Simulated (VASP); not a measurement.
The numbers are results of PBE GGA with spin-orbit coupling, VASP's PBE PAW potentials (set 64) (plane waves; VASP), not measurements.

Input for VASP

### POSCAR
```
Al
4.050
  0.0000000000   0.5000000000   0.5000000000
  0.5000000000   0.0000000000   0.5000000000
  0.5000000000   0.5000000000   0.0000000000
Al
1
Cartesian
  0.0000000000   0.0000000000   0.0000000000
```

KPOINTS:
```
Automatic mesh
0
Gamma
12 12 12
0 0 0
```

**INCAR**
```
# general
SYSTEM     = Al
PREC       = Accurate
ENCUT      = 400   # plane-wave cut-off (eV)
LREAL      = .FALSE.
LASPH      = .TRUE.   # aspherical one-centre terms

# electronic loop
EDIFF      = 1E-6
NELM       = 100
ALGO       = Normal

# smearing
ISMEAR     = 1   # Methfessel-Paxton
SIGMA      = 0.1

# functional
GGA        = PE   # PBE
GGA_COMPAT = .FALSE.

# spin
MAGMOM     = 0 0 0
LSORBIT    = .TRUE.

# ions
ISIF       = 2   # forces and stress, cell fixed

# output
LWAVE      = .FALSE.
LCHARG     = .FALSE.
```

POTCAR, in this order: Al (PBE.64 set). Program: vasp_ncl.

What VASP printed:

### OSZICAR
```
       N       E                     dE             d eps       ncg     rms          rms(c)
DAV:   1    -0.108233583194E+01   -0.10823E+01   -0.87760E+02  1528   0.338E+02
DAV:   2    -0.371525970272E+01   -0.26329E+01   -0.25382E+01  1912   0.447E+01
DAV:   3    -0.377483370300E+01   -0.59574E-01   -0.56022E-01  1896   0.515E+00
DAV:   4    -0.377509912933E+01   -0.26543E-03   -0.26542E-03  1712   0.394E-01
DAV:   5    -0.377510148180E+01   -0.23525E-05   -0.23525E-05  1736   0.375E-02    0.129E+00
DAV:   6    -0.376250984896E+01    0.12592E-01   -0.15105E-03  1580   0.300E-01    0.752E-01
DAV:   7    -0.375323071709E+01    0.92791E-02   -0.46024E-03  1564   0.486E-01    0.143E-01
DAV:   8    -0.375322890014E+01    0.18169E-05   -0.29863E-05  1742   0.557E-02    0.182E-02
DAV:   9    -0.375322774339E+01    0.11568E-05   -0.95236E-07  1686   0.678E-03    0.692E-03
DAV:  10    -0.375322754402E+01    0.19937E-06   -0.19960E-08   894   0.107E-03
   1 F= -.37532275E+01 E0= -.37534849E+01  d E =0.772028E-03  mag=    -0.0000     0.0000     0.0000
```

File OUTCAR:
```
------------------------ aborting loop because EDIFF is reached ----------------------------------------
  FORCE on cell =-STRESS in cart. coord.  units (eV):
  Direction    XX          YY          ZZ          XY          YZ          ZX
  --------------------------------------------------------------------------------------
  Total       -0.0404884     -0.0404884     -0.0404884     -0.0000000      0.0000000     -0.0000000
  in kB       -3.9060354     -3.9060354     -3.9060354     -0.0000000      0.0000000     -0.0000000
  external PRESSURE =      -3.9060354 kB  Pullay stress =       0.0000000 kB
  volume of cell :       16.61
      direct lattice vectors                 reciprocal lattice vectors
     0.000000000  2.025000000  2.025000000    -0.246913580  0.246913580  0.246913580
     2.025000000  0.000000000  2.025000000     0.246913580 -0.246913580  0.246913580
     2.025000000  2.025000000  0.000000000     0.246913580  0.246913580 -0.246913580
 POSITION                                       TOTAL-FORCE (eV/Angst)
 -----------------------------------------------------------------------------------
      0.00000      0.00000      0.00000        -0.000000      0.000000     -0.000000
 -----------------------------------------------------------------------------------
    total drift:                               -0.000000      0.000000      0.000000
  FREE ENERGIE OF THE ION-ELECTRON SYSTEM (eV)
  ---------------------------------------------------
  free  energy   TOTEN  =        -3.7532275440 eV

  energy  without entropy=       -3.7539995722  energy(sigma->0) =       -3.75348489

 Ion:    1  E_soc:     -0.0001074
```
(Selected blocks of OUTCAR.)

### OUTCAR
```
 val. band max:        7.6971306976   @ k =   0.5000   0.2500   0.0833

 cond. band min:       7.8781606656   @ k =  -0.4167   0.4167   0.0833


 Fermi energy:         7.7973414858

 k-point     1 :       0.0000    0.0000    0.0000
  band No.  band energies     occupation
      1      -3.1559      1.00000
      2      -3.1559      1.00000
      3      20.5196      0.00000
      4      20.5196      0.00000
      5      20.5196      0.00000
      6      20.5196      0.00000
      7      20.5196      0.00000
      8      20.5196      0.00000
      9      21.9381      0.00000
     10      21.9705      0.00000

 k-point     2 :       0.0833    0.0000    0.0000
  band No.  band energies     occupation
      1      -2.9680      1.00000
      2      -2.9680      1.00000
      3      17.9018      0.00000
      4      17.9018      0.00000
      5      19.9354      0.00000
      6      19.9354      0.00000
      7      19.9472      0.00000
      8      19.9472      0.00000
      9      22.6364      0.00000
     10      22.6443      0.00000

 k-point     3 :       0.1667    0.0000    0.0000
  band No.  band energies     occupation
      1      -2.4057      1.00000
      2      -2.4057      1.00000
      3      14.5512      0.00000
      4      14.5512      0.00000
      5      19.2293      0.00000
      6      19.2293      0.00000
      7      19.2467      0.00000
      8      19.2467      0.00000
      9      22.4578      0.00000
     10      22.4578      0.00000

 k-point     4 :       0.2500    0.0000    0.0000
  band No.  band energies     occupation
      1      -1.4735      1.00000
      2      -1.4735      1.00000
      3      11.3602      0.00000
      4      11.3602      0.00000
      5      18.7859      0.00000
      6      18.7859      0.00000
      7      18.8057      0.00000
      8      18.8057      0.00000
      9      22.2291      0.00000
     10      22.2298      0.00000

 k-point     5 :       0.3333    0.0000    0.0000
...
```

The compound is Al in the fcc structure. The cell was not relaxed at this level.
